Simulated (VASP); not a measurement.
# A VASP study of FeNi3 (Awaruite) (AM05): structure first, properties next, part 4 of 6

What structure does FeNi3 (Awaruite) take at this level, and what are its properties? The start is a cell from a database of measured crystal structures.

VASP 6.6.1, plane waves and PAW; the level of theory is named at each step.

Still holding for the runs below: The magnetic order is the lowest of the few collinear ones that converged above; longer or canted patterns were not tried. The k-mesh is coarse for a metal.

So far, largest spin moment in the PAW sphere (μB): step 2 (magnetic order: ferromagnetic) 2.91; step 4 (magnetic order: antiferromagnetic, q = (0, 0, 1/2)) 2.94; step 5 (magnetic order: antiferromagnetic, q = (1/2, 1/2, 1/2)) 2.97; step 6 (magnetic order: antiferromagnetic, q = (1/2, 1/2, 0)) 2.91; step 8 (full relaxation (AM05)) 2.85. The relaxed cell has a = 3.484 Å (conventional setting).

### 9. Second relaxation

Level of this step: AM05, spin-polarised from a ferromagnetic start; plane waves and PAW (Fe, Ni) (VASP).

The basis stayed that of the start cell while the cell moved. A rerun from the cell reached resets it; the error of the finite cutoff stays. The mesh changes with the cell too.

INCAR

```
SYSTEM = FeNi3
PREC = Accurate
ENCUT = 400
EDIFF = 1E-06
NELM = 100
ISMEAR = 1
SIGMA = 0.2
LREAL = .FALSE.
ALGO = Normal
GGA = AM
NBANDS = 30
ISPIN = 2
MAGMOM = 2.91 0.66 0.66 0.66
LASPH = .TRUE.
LMAXMIX = 4
LORBIT = 11
LWAVE = .FALSE.
LCHARG = .FALSE.
KPAR = 8
IBRION = 2
NSW = 60
ISIF = 3
EDIFFG = -0.01
```

POSCAR

```
FeNi3
1.0
    3.4840950270      0.0000000000      0.0000000000
    0.0000000000      3.4840950270      0.0000000000
    0.0000000000      0.0000000000      3.4840950270
Fe Ni
1 3
Direct
    0.0000000000      0.0000000000      0.0000000000
    0.0000000000      0.5000000000      0.5000000000
    0.5000000000      0.0000000000      0.5000000000
    0.5000000000      0.5000000000      0.0000000000
```

KPOINTS

```
Automatic mesh
0
Gamma
7 7 7
0 0 0
```

Potentials, in the order of the species: Fe and Ni (PBE family, release 64).

Started as:

```
$ mpirun -np 8 vasp_std
```

The log of the run:

```text
[... set-up lines as in an earlier step ...]
 entering main loop
       N       E                     dE             d eps       ncg     rms          rms(c)
DAV:   1     0.216382579672E+03    0.21638E+03   -0.14185E+04  2552   0.149E+03
DAV:   2    -0.180636969114E+02   -0.23445E+03   -0.22055E+03  2400   0.297E+02
DAV:   3    -0.312239170727E+02   -0.13160E+02   -0.12594E+02  2634   0.945E+01
DAV:   4    -0.313938008291E+02   -0.16988E+00   -0.16975E+00  2702   0.117E+01
DAV:   5    -0.313993887496E+02   -0.55879E-02   -0.55877E-02  3502   0.169E+00    0.227E+01
DAV:   6    -0.277318041701E+02    0.36676E+01   -0.27321E+01  2640   0.837E+01    0.156E+01
DAV:   7    -0.296755768908E+02   -0.19438E+01   -0.11917E+01  2730   0.820E+01    0.234E+01
DAV:   8    -0.266571143031E+02    0.30185E+01   -0.99415E+00  3134   0.443E+01    0.493E+00
DAV:   9    -0.266969420892E+02   -0.39828E-01   -0.35854E-01  3026   0.652E+00    0.309E+00
DAV:  10    -0.266637705018E+02    0.33172E-01   -0.59150E-02  3020   0.649E+00    0.141E+00
DAV:  11    -0.266612937801E+02    0.24767E-02   -0.13307E-02  3848   0.121E+00    0.844E-01
DAV:  12    -0.266629006917E+02   -0.16069E-02   -0.27783E-03  3252   0.131E+00    0.215E-01
DAV:  13    -0.266629408854E+02   -0.40194E-04   -0.54204E-04  3244   0.334E-01    0.643E-02
DAV:  14    -0.266629613641E+02   -0.20479E-04   -0.61778E-05  2868   0.985E-02    0.466E-02
DAV:  15    -0.266629586678E+02    0.26963E-05   -0.11304E-05  3076   0.815E-02    0.147E-02
DAV:  16    -0.266629584381E+02    0.22971E-06   -0.35385E-06  2166   0.251E-02
   1 F= -.26662958E+02 E0= -.26663078E+02  d E =-.266630E+02  mag=     4.7819
 curvature:   0.00 expect dE= 0.000E+00 dE for cont linesearch  0.000E+00
 trial: gam= 0.00000 g(F)=  0.000E+00 g(S)=  0.237E-03 ort = 0.000E+00 (trialstep = 0.100E+01)
 search vector abs. value=  0.237E-03
 bond charge predicted
       N       E                     dE             d eps       ncg     rms          rms(c)
DAV:   1    -0.266687632737E+02   -0.58046E-02   -0.50126E-02  2508   0.315E+00    0.813E-01
DAV:   2    -0.266941052372E+02   -0.25342E-01   -0.97609E-02  2820   0.727E+00    0.269E+00
DAV:   3    -0.266636732848E+02    0.30432E-01   -0.66851E-02  2858   0.676E+00    0.487E-01
DAV:   4    -0.266629524523E+02    0.72083E-03   -0.22100E-03  2850   0.830E-01    0.120E-01
DAV:   5    -0.266629078177E+02    0.44635E-04   -0.29012E-04  2904   0.158E-01    0.490E-02
DAV:   6    -0.266628685329E+02    0.39285E-04   -0.21666E-05  3306   0.681E-02    0.156E-02
DAV:   7    -0.266628679626E+02    0.57028E-06   -0.27333E-06  2270   0.241E-02
   2 F= -.26662868E+02 E0= -.26662960E+02  d E =0.904755E-04  mag=     4.7725
 trial-energy change:    0.000090  1 .order    0.000049   -0.000237    0.000334
 step:   0.3193(harm=  0.4150)  dis= 0.00000  next Energy=   -26.662995 (dE=-0.365E-04)
 bond charge predicted
       N       E                     dE             d eps       ncg     rms          rms(c)
DAV:   1    -0.266657432893E+02   -0.28748E-02   -0.23151E-02  2508   0.215E+00    0.557E-01
DAV:   2    -0.266787015801E+02   -0.12958E-01   -0.51553E-02  2814   0.499E+00    0.204E+00
DAV:   3    -0.266633981271E+02    0.15303E-01   -0.37792E-02  2844   0.467E+00    0.336E-01
DAV:   4    -0.266630341957E+02    0.36393E-03   -0.10494E-03  2910   0.551E-01    0.101E-01
DAV:   5    -0.266630033704E+02    0.30825E-04   -0.13382E-04  3192   0.120E-01    0.405E-02
DAV:   6    -0.266629822161E+02    0.21154E-04   -0.15329E-05  3102   0.428E-02    0.108E-02
DAV:   7    -0.266629828201E+02   -0.60410E-06   -0.23517E-06  2108   0.158E-02
   3 F= -.26662983E+02 E0= -.26663092E+02  d E =-.243821E-04  mag=     4.7787
 curvature:  -0.20 expect dE=-0.115E-05 dE for cont linesearch -0.115E-05
 trial: gam= 0.00000 g(F)=  0.190E-64 g(S)=  0.569E-05 ort =-0.367E-04 (trialstep = 0.864E+00)
 search vector abs. value=  0.569E-05
 reached required accuracy - stopping structural energy minimisation
```

Elapsed: 12 s, on 8 MPI ranks of AMD EPYC 9R45, shared host; peak memory 1.2 GiB; 86 s of CPU time.

From OUTCAR (step 9):

```text
   ENCUT  =  400.0 eV  29.40 Ry    5.42 a.u.   5.68  5.68  5.68*2*pi/ulx,y,z

   NELECT =      38.0000    total number of electrons

 E-fermi :   9.0954

 spin component 1
 k-point     1 :       0.0000    0.0000    0.0000
  band No.  band energies     occupation
    ...
     17       8.4431      1.00002
     18       8.4431      1.00002
     19       8.5108      1.00014
     20       8.5108      1.00014
     21       8.5108      1.00014
     22      11.3185     -0.00000
     23      11.3185     -0.00000
     24      11.3185     -0.00000
     25      18.3854      0.00000
     26      18.3854      0.00000
    ...

 k-point     2 :       0.1429    0.0000    0.0000
  band No.  band energies     occupation
    ...
     17       8.2500      1.00000
     18       8.3366      1.00000
     19       8.3366      1.00000
     20       8.4433      1.00002
     21       8.5110      1.00014
     22      10.1142     -0.00000
     23      12.1346     -0.00000
     24      12.1346     -0.00000
     25      18.4416      0.00000
     26      18.6919      0.00000
    ...

  Total        0.0125359      0.0125359      0.0125359      0.0000000      0.0000000     -0.0000000
  in kB        0.4753390      0.4753390      0.4753390      0.0000000      0.0000000     -0.0000000
  external PRESSURE =       0.4753390 kB  Pullay stress =       0.0000000 kB

 POSITION                                       TOTAL-FORCE (eV/Angst)
 -----------------------------------------------------------------------------------
      0.00000      0.00000      0.00000         0.000000      0.000000      0.000000
      0.00000      1.74150      1.74150        -0.000000     -0.000000      0.000000
      1.74150     -0.00000      1.74150         0.000000     -0.000000      0.000000
      1.74150      1.74150      0.00000         0.000000      0.000000      0.000000
 -----------------------------------------------------------------------------------
    total drift:                                0.000000     -0.000000     -0.000000

  FREE ENERGIE OF THE ION-ELECTRON SYSTEM (eV)
  ---------------------------------------------------
  free  energy   TOTEN  =       -26.6629828201 eV

  energy  without entropy=      -26.6633116046  energy(sigma->0) =      -26.66309241

 magnetization (x)
# of ion       s       p       d       tot
------------------------------------------
    1        0.007  -0.001   2.838   2.844
    2       -0.014  -0.041   0.691   0.637
    3       -0.014  -0.041   0.691   0.637
    4       -0.014  -0.041   0.691   0.637
--------------------------------------------------
tot         -0.034  -0.123   4.912   4.755

[... 4 parts as in an earlier step ...]

[... 18 further parts left out ...]
```

CONTCAR:

```
FeNi3
   1.00000000000000
     3.4830086869553445    0.0000000000000000    0.0000000000000000
     0.0000000000000000    3.4830086869553445    0.0000000000000000
    -0.0000000000000000   -0.0000000000000000    3.4830086869553445
  Fe              Ni
     1     3
Direct
     0.0000000000000000    0.0000000000000000    0.0000000000000000
     0.0000000000000000    0.5000000000000000    0.5000000000000000
     0.5000000000000000    0.0000000000000000    0.5000000000000000
     0.5000000000000000    0.5000000000000000    0.0000000000000000
```

Little changed from the start: no atom moved by 0.005 Å and no cell edge by 0.1 %.

This step gave:

| Property | Result |
| --- | --- |
| free energy (TOTEN) | -26.66 eV |
| energy at zero smearing | -26.66 eV |
| Fermi energy | 9.095 eV |
| pressure | 0.04753 GPa |
| moment of the cell, from the last line of the log | 4.779 μB |
| SCF cycles over all ionic steps | 30 |

It ends with forces that vanish by symmetry and a pressure of 0.05 GPa. The volume moved by only 0.09 %, so the volume is settled.

### 10. Density, ELF and potential (AM05)

The relaxed cell gets a fresh self-consistent run, on a basis set for its own volume, to fix the density and to check the remaining stress.

Edit INCAR of step 9 so:

```diff
@@ -17,7 +17,5 @@
 LWAVE = .FALSE.
-LCHARG = .FALSE.
-KPAR = 8
-IBRION = 2
-NSW = 60
-ISIF = 3
-EDIFFG = -0.01
+LCHARG = .TRUE.
+ISIF = 2
+LELF = .TRUE.
+LVHAR = .TRUE.
```

POSCAR

```
FeNi3
1.0
    3.4830086870      0.0000000000      0.0000000000
    0.0000000000      3.4830086870      0.0000000000
    0.0000000000      0.0000000000      3.4830086870
Fe Ni
1 3
Direct
    0.0000000000      0.0000000000      0.0000000000
    0.0000000000      0.5000000000      0.5000000000
    0.5000000000      0.0000000000      0.5000000000
    0.5000000000      0.5000000000      0.0000000000
```

KPOINTS is that of step 9.

Started as:

```
$ mpirun -np 8 vasp_std
```

The log of the run:

```text
[banner, memory and clock lines left out]
running    8 mpi-ranks, on    1 nodes
 distrk:  each k-point on    8 cores,    1 groups
 distr:  one band on    1 cores,    8 groups

 POSCAR found type information on POSCAR FeNi
 POSCAR found :  2 types and       4 ions
 [... a notice as in an earlier step ...]

 [... a notice as in an earlier step ...]

 LDA part: xc-table for (Slater+PW92), standard interpolation
|                                                                             |
|           W    W    AA    RRRRR   N    N  II  N    N   GGGG   !!!           |
|           W    W   A  A   R    R  NN   N  II  NN   N  G    G  !!!           |
|           W    W  A    A  R    R  N N  N  II  N N  N  G       !!!           |
|           W WW W  AAAAAA  RRRRR   N  N N  II  N  N N  G  GGG   !            |
|           WW  WW  A    A  R   R   N   NN  II  N   NN  G    G                |
|           W    W  A    A  R    R  N    N  II  N    N   GGGG   !!!           |
|                                                                             |
|     The number of bands has been changed from the values supplied in        |
|     The orbitals not found in the WAVECAR file will be initialized with     |
|     random numbers, which is usually adequate. For correlated               |
|     calculations, however, you should redo the groundstate calculation.     |
|     I found NBANDS = 30. Now, NBANDS = 32.                                  |
|                                                                             |

 POSCAR, INCAR and KPOINTS ok, starting setup
 FFT: planning ... GRIDC
 FFT: planning ... GRID_SOFT
 FFT: planning ... GRID
 WAVECAR not read
 entering main loop
       N       E                     dE             d eps       ncg     rms          rms(c)
DAV:   1     0.210697313474E+03    0.21070E+03   -0.13901E+04  2768   0.139E+03
DAV:   2    -0.176421610888E+02   -0.22834E+03   -0.21320E+03  2568   0.280E+02
DAV:   3    -0.312023186597E+02   -0.13560E+02   -0.13048E+02  2912   0.903E+01
DAV:   4    -0.313922690601E+02   -0.18995E+00   -0.18981E+00  2976   0.114E+01
DAV:   5    -0.313982563098E+02   -0.59872E-02   -0.59870E-02  3648   0.162E+00    0.227E+01
DAV:   6    -0.277285694090E+02    0.36697E+01   -0.23783E+01  2872   0.784E+01    0.156E+01
DAV:   7    -0.296710077860E+02   -0.19424E+01   -0.11346E+01  2928   0.767E+01    0.233E+01
DAV:   8    -0.266609546930E+02    0.30101E+01   -0.95681E+00  3408   0.413E+01    0.495E+00
DAV:   9    -0.266965306212E+02   -0.35576E-01   -0.32763E-01  3352   0.596E+00    0.309E+00
DAV:  10    -0.266635577467E+02    0.32973E-01   -0.54983E-02  3192   0.608E+00    0.140E+00
DAV:  11    -0.266609397101E+02    0.26180E-02   -0.11412E-02  4080   0.113E+00    0.834E-01
DAV:  12    -0.266626318726E+02   -0.16922E-02   -0.26558E-03  3600   0.127E+00    0.199E-01
DAV:  13    -0.266626474351E+02   -0.15563E-04   -0.45947E-04  3496   0.298E-01    0.609E-02
DAV:  14    -0.266626686580E+02   -0.21223E-04   -0.55816E-05  2968   0.783E-02    0.486E-02
DAV:  15    -0.266626667535E+02    0.19045E-05   -0.10682E-05  3176   0.813E-02    0.161E-02
DAV:  16    -0.266626663831E+02    0.37045E-06   -0.35179E-06  2336   0.244E-02
   1 F= -.26662666E+02 E0= -.26662778E+02  d E =0.335771E-03  mag=     4.7789
```

Wall time 6.8 s (8 MPI ranks); peak memory 0.7 GiB; 45 s of CPU time.

From OUTCAR (step 10):

```text
   k-points           NKPTS =     20   k-points in BZ     NKDIM =     20   number of bands    NBANDS=     32

   NELECT =      38.0000    total number of electrons

 E-fermi :   9.0955

 spin component 1
 k-point     1 :       0.0000    0.0000    0.0000
  band No.  band energies     occupation
    ...
     17       8.4435      1.00002
     18       8.4435      1.00002
     19       8.5111      1.00014
     20       8.5111      1.00014
     21       8.5111      1.00014
     22      11.3182     -0.00000
     23      11.3182     -0.00000
     24      11.3182     -0.00000
     25      18.3854      0.00000
     26      18.3854      0.00000
    ...

 k-point     2 :       0.1429    0.0000    0.0000
  band No.  band energies     occupation
    ...
     17       8.2504      1.00000
     18       8.3370      1.00000
     19       8.3370      1.00000
     20       8.4436      1.00002
     21       8.5113      1.00014
     22      10.1141     -0.00000
     23      12.1345     -0.00000
     24      12.1345     -0.00000
     25      18.4415      0.00000
     26      18.6919      0.00000
    ...

  Total       -0.0275910     -0.0275910     -0.0275910      0.0000000      0.0000000     -0.0000000
  in kB       -1.0461974     -1.0461974     -1.0461974      0.0000000      0.0000000     -0.0000000
  external PRESSURE =      -1.0461974 kB  Pullay stress =       0.0000000 kB

 POSITION                                       TOTAL-FORCE (eV/Angst)
 -----------------------------------------------------------------------------------
      0.00000      0.00000      0.00000         0.000000      0.000000      0.000000
      0.00000      1.74150      1.74150         0.000000      0.000000      0.000000
      1.74150      0.00000      1.74150         0.000000      0.000000      0.000000
      1.74150      1.74150      0.00000         0.000000      0.000000      0.000000
 -----------------------------------------------------------------------------------
    total drift:                                0.000000     -0.000000     -0.000000

  FREE ENERGIE OF THE ION-ELECTRON SYSTEM (eV)
  ---------------------------------------------------
  free  energy   TOTEN  =       -26.6626663831 eV

  energy  without entropy=      -26.6630021540  energy(sigma->0) =      -26.66277831

 magnetization (x)
# of ion       s       p       d       tot
------------------------------------------
    1        0.007  -0.001   2.838   2.843
    2       -0.014  -0.041   0.691   0.637
    3       -0.014  -0.041   0.691   0.637
    4       -0.014  -0.041   0.691   0.637
--------------------------------------------------
tot         -0.034  -0.123   4.912   4.754

[... 5 parts as in an earlier step ...]

[... 16 further parts left out ...]
```

With spin, VASP writes an ELF for each channel.

This step gave:

```yaml
scf_cycles: 16
bands: 32
pressure: -0.1046 GPa
```

Valence electrons inside each PAW sphere by angular momentum. Sphere charges, by row:

```csv
atom,s (e),p (e),d (e),tot (e)
Fe1,0.498,0.549,6.15,7.197
Ni2,0.529,0.561,8.34,9.431
Ni3,0.529,0.561,8.34,9.431
Ni4,0.529,0.561,8.34,9.431
```

Spin density in the ac plane at fractional y = 0.000, with atoms of Fe and Ni within 0.2 Å of it.

Ten even steps from '_' (0.0 e/Å³) to '@' (4.2 e/Å³), each cell a mean:
```
%%++::________________..--**
==::..__________________..--
..__________________________
____________________________
______________..____________
__________..::::::__________
__________..::--::__________
____________......__________
____________________________
____________________________
--::____________________..::
##++::__________________--++
@@##--..______________..==%%
```
Columns run along a (3.5 Å), rows up along c (3.5 Å). Atoms in or near the plane, at fractional coordinates: Fe at (0.00, 0.00), Ni at (0.50, 0.50).

Valence density in the ac plane at fractional y = 0.000, with atoms of Fe and Ni within 0.2 Å of it. It is the smooth field of the valence electrons, not physical close to the nuclei.

Ten even steps from '_' (0 e/Å³) to '@' (12 e/Å³), each cell a mean:
```
++--..__________________::==
::..______________________..
____________________________
______________..____________
__________..--==--..________
________..--##@@**::________
________..--%%@@##--________
__________::==**==..________
____________......__________
____________________________
....______________________..
==--..__________________..--
**==::__________________::++
```
Columns run along a (3.5 Å), rows up along c (3.5 Å). Atoms in or near the plane, at fractional coordinates: Fe at (0.00, 0.00), Ni at (0.50, 0.50).

Electrostatic potential energy in the ac plane at fractional y = 0.000, with atoms of Fe and Ni within 0.2 Å of it. With pseudopotentials it is smooth inside the atoms' cores, unlike the true potential.

Values in eV, 13 rows by 14 columns, each cell a mean:
```
-30 -27 -21 -13  -4   0   2   2   2   0  -6 -15 -23 -28
-24 -21 -17  -9  -2   0   1   1   1   0  -4 -11 -18 -22
-15 -13  -9  -4  -2  -3  -4  -5  -4  -2  -2  -5 -10 -14
 -4  -4  -2  -2  -5 -12 -20 -24 -18 -10  -4  -2  -2  -4
  1   1   0  -3 -12 -30 -53 -63 -49 -25  -9  -2   0   1
  2   2   1  -5 -21 -54 -74 -76 -73 -46 -15  -3   1   2
  2   2   1  -5 -22 -57 -75 -76 -74 -49 -16  -3   1   2
  1   1   0  -4 -15 -39 -64 -73 -60 -33 -11  -2   1   1
 -3  -2  -2  -2  -6 -14 -25 -31 -23 -13  -5  -2  -2  -2
-12 -10  -6  -3  -3  -4  -7  -9  -7  -4  -2  -4  -7 -10
-21 -19 -15  -8  -2  -1   0   0   0  -1  -3  -9 -16 -20
-29 -26 -21 -12  -4   0   2   2   2   0  -5 -15 -22 -27
-33 -29 -23 -15  -5   0   2   2   2   0  -7 -17 -24 -30
```
Columns run along a (3.5 Å; values clipped at the 3rd and 97th percentile), rows up along c (3.5 Å). Atoms in or near the plane, at fractional coordinates: Fe at (0.00, 0.00), Ni at (0.50, 0.50).

In this run the pressure is -0.10 GPa, small enough to go on.

(Continued in part 5 of 6.)

[Lines on the potential files, build, host, timing and source positions are cut from VASP's logs without a mark.]

[Logs are printed without paths, hosts, clocks, repeated set-up lines and the standing remarks that a program may print on its own settings, such as how far it seeks lower states.]

[Hosts, paths, dates, database ids (printed as entryN), source tags and the programs' standing remarks are cut or masked in the printed files.]

[A measured line is paired with the nearest computed mode of its activity, which favours agreement.]
